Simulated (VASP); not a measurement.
These are LDA (Ceperley-Alder, Perdew-Zunger), VASP's LDA PAW potentials (set 64) (plane waves; VASP 6.6.1) values and carry that method's errors.

A VASP calculation is set up with these files.

INCAR:
```
SYSTEM=K
PREC=Accurate; ENCUT=520; LREAL=.False.
LASPH=.True.
EDIFF=1E-6; NELM=100; ALGO=Normal
ISMEAR=1; SIGMA=0.1
IBRION=2; NSW=60; ISIF=3
EDIFFG=-0.01
LWAVE=.False.; LCHARG=.False.
```

File POSCAR:
```
K
1
   -2.6400000000     2.6400000000     2.6400000000
    2.6400000000    -2.6400000000     2.6400000000
    2.6400000000     2.6400000000    -2.6400000000
K
1
Direct
  0.0000000000   0.0000000000   0.0000000000
```

### KPOINTS
```
kpoints
0
G
  9 9 9
0 0 0
```

POTCAR, in this order: K_sv (LDA.64 set). Program: vasp_std.

What will the output report for the number of irreducible k-points (NKPTS), largest plane-wave count, number of space-group operations, FFT grid (NGX, NGY, NGZ)?

```json
{
 "number of irreducible k-points (NKPTS)": "35",
 "largest_plane_wave_count": "2006",
 "number_of_space_group_operations": "48",
 "FFT grid (NGX, NGY, NGZ)": "36 × 36 × 36"
}
```

The compound is K in the bcc structure. This run relaxes it. Symmetry was kept, so distortions that lower it aren't found.
